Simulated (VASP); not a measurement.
```
CELL_PARAMETERS angstrom
      2.85628     0.00000     0.00000
      0.00000     2.85628     0.00000
      0.00000     0.00000    22.01000
ATOMIC_POSITIONS crystal
  Al 0.50000 0.50000 0.27260
  Al 0.50000 0.50000 0.40254
  Al 0.50000 0.50000 0.53248
  Al 0.50000 0.50000 0.66243
  Co 0.00000 0.00000 0.33757
  Co 0.00000 0.00000 0.46752
  Co 0.00000 0.00000 0.59746
  Co 0.00000 0.00000 0.72740
```

These are PBE GGA, VASP's PBE PAW potentials (set 64) (plane waves; VASP 6.6.1) values and carry that method's errors. Numerical set-up: 300 eV cut-off, 15×15×1 Γ-centred mesh, Gaussian smearing of 0.20 eV, potentials Al Co.

At this cut-off the stress carries a Pulay error, which pulls relaxed volumes low. The cell holds a wide vacuum, so values per volume refer to the whole cell.

### Question
Give the force on each atom (eV/Å).

### Answer

| atom | Fx | Fy | Fz |
|---|---|---|---|
| Al1 | 0.000 | 0.000 | 0.312 |
| Al2 | 0.000 | 0.000 | 0.163 |
| Al3 | 0.000 | 0.000 | 0.097 |
| Al4 | 0.000 | 0.000 | 0.801 |
| Co5 | 0.000 | 0.000 | -0.581 |
| Co6 | 0.000 | 0.000 | 0.070 |
| Co7 | 0.000 | 0.000 | -0.197 |
| Co8 | 0.000 | 0.000 | -0.665 |

### Question
Give the stress tensor in GPa (positive for a compressed cell).

### Answer

```
-2.99   0.00   0.00
 0.00  -2.99   0.00
 0.00   0.00  -0.46
```
The pressure is its mean diagonal, -2.15 GPa.

The cell is a sheet with vacuum, built from a generated structure. The run is not spin-polarised, so no magnetic state was tried.
